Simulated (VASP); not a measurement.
Sc:

```
CELL_PARAMETERS angstrom
3.27000 0.00000 0.00000
-1.63500 2.83190 0.00000
0.00000 0.00000 5.09000
ATOMIC_POSITIONS crystal
Sc 0.33333 0.66667 0.25000
Sc 0.66667 0.33333 0.75000
```

The cell was built by a generator and needn't be a form met in nature.

```yaml
Program: VASP 6.6.1
Task: relaxation of cell and atoms
Functional: LDA
Potentials_or_basis: VASP PAW LDA potentials, release 64 (Sc_sv)
Cutoff: 600 eV
k_mesh: 14 × 14 × 8
Occupations: methfessel-paxton, width 0.1 eV
Spin: no spin polarisation
```

At the start: pressure -2.5 GPa; volume 23.57 Å³/atom.

Task: Where does the relaxation end?

Result: Over 5 steps the energy falls by 8.7 meV/atom and the volume is 22.54 Å³/atom (-4.3 %); space group P6_3/mmc (No. 194, to 0.05 Å).

Step by step:
```tsv
step	energy change (eV)	largest force (eV/Å)	pressure (GPa)	volume (Å³)
1	0.0000	0.0000	-2.54	47.14
2	-0.0162	0.0000	0.66	44.63
3	-0.0171	0.0000	0.03	45.08
4	-0.0173	0.0000	0.01	45.08
5	-0.0173	0.0000	0.01	45.09
```

Final structure:
```
Sc
1.0
     3.23151    0.00000    0.00000
    -1.61576    2.79857    0.00000
     0.00000    0.00000    4.98545
Sc
2
Direct
  0.33333 0.66667 0.25000
  0.66667 0.33333 0.75000
```
